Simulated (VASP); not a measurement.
Input:

```
NiSi2
1.0
    0.00000     2.72182     2.72182
    2.72182     0.00000     2.72182
    2.72182     2.72182     0.00000
Si Ni
2 1
Direct
  0.25000   0.25000   0.25000
  0.75000   0.75000   0.75000
  0.00000   0.00000   0.00000
```

Computed with PBE GGA, VASP's PBE PAW potentials (set 64) (plane waves; VASP). Numerical set-up: 500 eV cut-off, 10×10×10 Γ-centred mesh, first-order Methfessel-Paxton smearing of 0.10 eV, potentials Si Ni.

Energy and stress use the plane-wave basis of the starting cell.

The ions, cell shape and volume at an external pressure of 5.0 GPa are relaxed. Predict the relaxed structure.

```
NiSi2
1.0
    0.00000     2.69384     2.69384
    2.69384     0.00000     2.69384
    2.69384     2.69384     0.00000
Si Ni
2 1
Direct
  0.25000   0.25000   0.25000
  0.75000   0.75000   0.75000
  0.00000   0.00000   0.00000
```
Space group Fm-3m (225), at a tolerance of 0.03 Å.

How do energy and volume change from the first to the last step?

The energy (σ→0) changes by +6.2 meV/atom and the volume by -3.1 %, in 3 ionic steps.

The compound is NiSi2 in the fluorite structure. This run relaxes it under an external pressure of 5 GPa. Symmetry was kept, so distortions that lower it aren't found. The run is not spin-polarised, so no magnetic state was tried.
